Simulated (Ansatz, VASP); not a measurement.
# InH in two plane-wave programs, part 2 of 2

Aim: how closely do two programs agree when they are given the same cell, functional and k mesh? The cell is generated by rule, not measured, and may not be a known phase. The cell is taken from a series of runs on this material, whose earlier steps may have relaxed, scaled, displaced or heated it; both programs get it as it stands.

VASP 6.6.1 and Ansatz 0.2.0.

So far: The starting structure; VASP: zone-centre phonons, PBEsol.

The structure was built from a prototype and need not be the compound's stable phase.

### Step 3. Ansatz: zone-centre phonons, PBEsol

Level of this step: Ansatz beside VASP: Kohn-Sham DFT, plane waves, PBEsol (Ansatz).

Ansatz runs on its default PAW (the set named soft_2) files.

The same cell, functional, mesh and smearing now go to Ansatz, which takes its cutoff from its data sets.

The input, input.yaml:

```yaml
crystal:
  lattice:
    - [3.2601836778, 0.0, 0.0]
    - [-1.6300918389, 2.8234018859, 0.0]
    - [0.0, 0.0, 6.8269828696]
  atoms:
    - { symbol: In, position: [0.3333333333, 0.6666666667, 0.0396338471] }
    - { symbol: In, position: [0.6666666667, 0.3333333333, 0.5396338471] }
    - { symbol: H, position: [0.3333333333, 0.6666666667, 0.3353661529] }
    - { symbol: H, position: [0.6666666667, 0.3333333333, 0.8353661529] }
kpoints:
  mp_grid: { grid: [15, 15, 8] }
hamiltonian:
  xc: pbesol
scf:
  occupations: { method: methfessel_paxton, width: 0.2 }
output:
  eigenvalues: true
phonons:
  method: dfpt
```

Command:

```
$ ansatz run input.yaml --threads 4 --pin off --max-ram 7168MiB --backend cpu --events-out ev --progress --plain --runs-dir out
```

Numbers of over 12 decimals in the logs are rounded to 6 here.

The program printed:

```text
Engine: ansatz 0.2.0, aarch64-unknown-linux-gnu
Pseudopotentials: kind: paw
Pseudopotential: In, paw, valence charge 13, recommended cutoff 420 eV (normal), In.paw.azcp
Pseudopotential: H, paw, valence charge 1, recommended cutoff 420 eV (normal), H.paw.azcp
Functional definition: PBEsol
  exchange = pbesol_x
  correlation = pbesol_c
Crystal: 4 atoms, lattice volume = 62.841 Å³
Basis set: ecut = 420 eV, 1259 PW (Γ), exchange–correlation on 48×48×96 points (8 copies of the dense FFT grid, shifted against one another)
Bands: 18, of which v1, the nominal top of the filled ones, is band 14 counted from 1 (13 counted from 0)
Symmetry: 12 space group operations
k-points: 488 of 1800 (irreducible under 2 space group operations, time reversal used)
Non-local potential: In, projectors of the file, l = 0: 2, l = 1: 2, l = 2: 2, l = 3: 2
Non-local potential: H, projectors of the file, l = 0: 2, l = 1: 1
PAW form: soft (Blöchl's): semilocal exchange-correlation on the pseudo side does not see the compensation charge
PAW frozen core: In, regenerated for the run's functional, and the local potential with it (the file was generated under x = pbe(κ = 0.804, μ = 0.219515), c = pbe(β = 0.066725))
PAW one-centre angular grid: In, 590 points (default); XC on 64 Gauss nodes
PAW one-centre angular grid: H, 110 points (default); XC on 64 Gauss nodes
Initial density: superposition of atomic densities (neutral atoms: chi_scale 0, normalization atom), corrected by the library's trained network
Initial wavefunctions: pseudopotential atomic-orbital guess
Functional: x = pbesol(κ = 0.804, μ = 0.123457), c = pbesol(β = 0.046)
SCF iter   1: F=—  HF=-11080.476876 eV  |F-HF|=—  |Δ(HF+E_count)|=         —  Δρ=9.24e-3  dr2=5.20e-2  ethr=1.77e-3  ⟨swp⟩=6.2  Hψ=94183  notcnv=0  defer=11
automatic band count: the SCF goes on with 22 bands, as 18 were too few: they end inside the smearing window of the response
preconditioner: auto → none  [insulator: Δε(μ)=0.134 eV  Ē_g=17.377 eV  σ=0.200 eV  W_gap=0.53  n_scr=10 (ndim 8)  ℏωp=24.8 eV  f_vac=0.000  D(μ)=0.49/eV (n_scr^D=2)  ε∞_Penn≈3.0]
SCF iter   2: F=—  HF=-11080.459329 eV  |F-HF|=—  |Δ(HF+E_count)|=   1.75e-2  S|Δr|=    0.00e0  Δρ=3.98e-3  dr2=8.29e-3  ethr=1.86e-4  ⟨swp⟩=1.0  Hψ=14640  notcnv=0  defer=11
SCF iter   3: F=—  HF=-11080.457029 eV  |F-HF|=—  |Δ(HF+E_count)|=   2.30e-3  S|Δr|=    0.00e0  Δρ=8.30e-4  dr2=3.34e-4  ethr=2.96e-5  ⟨swp⟩=2.0  Hψ=11018  notcnv=0  defer=11
SCF iter   4: F=—  HF=-11080.456967 eV  |F-HF|=—  |Δ(HF+E_count)|=   6.21e-5  S|Δr|=    0.00e0  Δρ=2.06e-4  dr2=1.72e-5  ethr=1.19e-6  ⟨swp⟩=2.1  Hψ=16245  notcnv=0  defer=11
SCF iter   5: F=—  HF=-11080.456967 eV  |F-HF|=—  |Δ(HF+E_count)|=   4.21e-7  S|Δr|=    0.00e0  Δρ=4.39e-5  dr2=4.83e-7  ethr=6.14e-8  ⟨swp⟩=2.6  Hψ=16789  notcnv=0  defer=11
SCF iter   6: F=—  HF=-11080.456970 eV  |F-HF|=—  |Δ(HF+E_count)|=   2.07e-6  S|Δr|=    0.00e0  Δρ=5.40e-6  dr2=6.65e-9  ethr=1.73e-9  ⟨swp⟩=2.0  Hψ=11528  notcnv=0  defer=11
SCF iter   7: F=—  HF=-11080.456970 eV  |F-HF|=—  |Δ(HF+E_count)|=   1.02e-8  S|Δr|=    0.00e0  Δρ=4.96e-7  dr2=6.82e-11  ethr=2.37e-11  ⟨swp⟩=2.0  Hψ=11944  notcnv=0  defer=11
SCF iter   8: F=-11080.456970 eV  HF=-11080.456970 eV  |F-HF|=0.00e0  |Δ(HF+E_count)|=  7.28e-11  S|Δr|=    0.00e0  Δρ=5.79e-8  dr2=1.55e-12  ethr=1.00e-12  ⟨swp⟩=9.6  Hψ=61169  notcnv=0
SCF 1 converged in 8 iterations: F = -11080.456970 eV  dr2 = 1.55e-12
  greatest PAW one-centre occupation: 0.982 electrons in one spin orbital (limit 2), on the In atom at site 1 (counted from 0), in its partial waves of l = 2
DFPT response loops at Γ: preconditioner auto → Kerker (q_TF=auto, 2.384 Å⁻¹) (partly filled bands, converged f_vac=0.000); β = 1.00, the filter's whole step (`scf.mixing.beta` (0.50) is not read by the response loops under this deck's `scf.mixing.preconditioner`; to damp them name `kerker` or `kerker_dos`, under which they read `scf.mixing.beta`, and type it under 1.00, their step now; both keys bind the ground state too); Broyden in place of MSR1
SCF converged after 8 iterations
Stability not checked: this state was not tested for a lower state beside it, because cold or Methfessel-Paxton smearing, or corrected tetrahedra, fill the levels in a way that the test cannot read (fill_not_monotonic; see scf.lower_state_search)
Free energy (F): -11080.456970 eV
Harris-Foulkes:  -11080.456970 eV  (|F-HF|=0.00e0)
Internal energy: -11080.461045 eV  (E = F + TS)
E sigma→0 (E₀):  -11080.457988 eV
Entropy (-TS):   0.004076 eV (1.019 meV/atom)
Fermi energy:    8.511910 eV
--- Per-component energies (eV) ---
  E_band       = -88.841991
  E_kinetic    = 508.633851
  E_local      = -2349.505516  (includes V_loc(G=0)·N_el)
  E_nonlocal   = 737.752345
  E_hartree    = 918.027004
  E_xc         = -444.967413
  E_vxc        = -222.868632  (∫ρ·V_xc dr)
  E_paw        = -8164.081496  (= ΣΔE_a)
  E_vpaw       = -598.906037  (= ΣTr[D̂ρ^β])
  E_aug_tail   = -0.001975  (compensation charges beyond the density's cutoff)
  E_ewald      = -2286.789650
  E_core_change = 0.471805  (= ΣΔE_core)
  E_smearing   = 0.004076  (= −TS)
  E_closure    = 0.000000  (closes the sum)
  Σ components = -11080.456970   (vs F -11080.456970, Δ=0.00e0)
--- Band table (eV; the first three rows and the last of 488) ---
  k-point 0: bands = [... 10 lower, -1.7035, 1.2311, 2.3881, 10.5134, 12.6057, 15.5078, 17.6814, 17.6814, ... 4 higher]
  k-point 1: bands = [... 10 lower, -1.6512, 0.8157, 2.9077, 9.8456, 13.1602, 15.4815, 17.7256, 17.7256, ... 4 higher]
  k-point 2: bands = [... 10 lower, -1.4938, 0.1850, 3.8496, 8.6392, 13.9945, 15.3998, 17.8549, 17.8549, ... 4 higher]
  k-point 487: bands = [... 10 lower, 1.4731, 3.6216, 5.2977, 8.0312, 8.7950, 9.7181, 11.2801, 12.0307, ... 4 higher]
--- Phonons (Γ-DFPT): 4 representative perturbations + reference, on 488 of 1800 k-points (Σ response iterations 14) ---
  k mesh reduced under 2 symmetry operations, with k and −k counted as one. Each operation leaves every solved perturbation unchanged. A smaller set is not used because it would not reduce the number of displacements times k-points to solve
  ASR residual: 1.180e-5 → 0.000e0 eV/Å²; symmetrization residual: 1.259e-6 eV/Å²
  ASR residual per site (eV/Å²): 8.74e-6 8.74e-6 1.18e-5 1.18e-5
  Γ frequencies (cm⁻¹): -255.85 -255.85 -121.13 -121.13 -7.86 0.00 0.00 0.00 37.69 37.69 633.18 791.52
  non-analytic LO–TO correction: not included (Born effective charges unavailable; polar crystals: no LO–TO splitting at Γ)
```

### Step 4. Differences

Known differences besides the potentials themselves: the cutoff is 420 eV in Ansatz and 500 eV in VASP; Ansatz makes its cores anew for this functional, VASP keeps those of its PBE data sets. Total energies have different zeros and are not compared.

Both answers:

```csv
quantity,Ansatz,VASP,difference
"optical mode 1 to 2 (imaginary, printed as negative) (cm⁻¹)",-255.8,-258.7,+2.9
"optical mode 3 to 4 (imaginary, printed as negative) (cm⁻¹)",-121.1,-120.9,-0.2
"optical mode 5 (imaginary, printed as negative) (cm⁻¹)",-7.9,-22.8,+14.9
optical mode 6 to 7 (cm⁻¹),37.7,39.6,-1.9
optical mode 8 (cm⁻¹),633.2,638.8,-0.87 %
optical mode 9 (cm⁻¹),791.5,733.7,+7.88 %
```

Modes are paired by rising frequency, not by their patterns, so a pair may set unlike modes beside each other; they are those without the splitting of longitudinal modes.

### Step 5. Outcome

```json
{
  "r.m.s. difference of the optical zone-centre modes, each program's sorted by frequency (zone-centre phonons, PBEsol)": "20 cm⁻¹",
  "difference in optical mode 9 (zone-centre phonons, PBEsol)": "+7.9 %"
}
```

What this shows: The r.m.s. difference of the optical zone-centre modes, each program's sorted by frequency is 20 cm⁻¹ (zone-centre phonons, PBEsol). Among the rows given in per cent, the largest difference of the zone-centre phonons, PBEsol pair is in optical mode 9, +7.9 %. What causes the difference of the zone-centre phonons, PBEsol pair stays open here. Such differences can come from data sets, numerical settings and the points named under the comparisons, not from the functional's error against experiment.

[Lines on the potential files, build, host, timing and source positions are cut from VASP's logs without a mark.]

[Logs are printed without paths, hosts, clocks, repeated set-up lines and the standing remarks that a program may print on its own settings, such as how far it seeks lower states.]

[Hosts, paths, dates, database ids (printed as entryN), source tags and the programs' standing remarks are cut or masked in the printed files.]
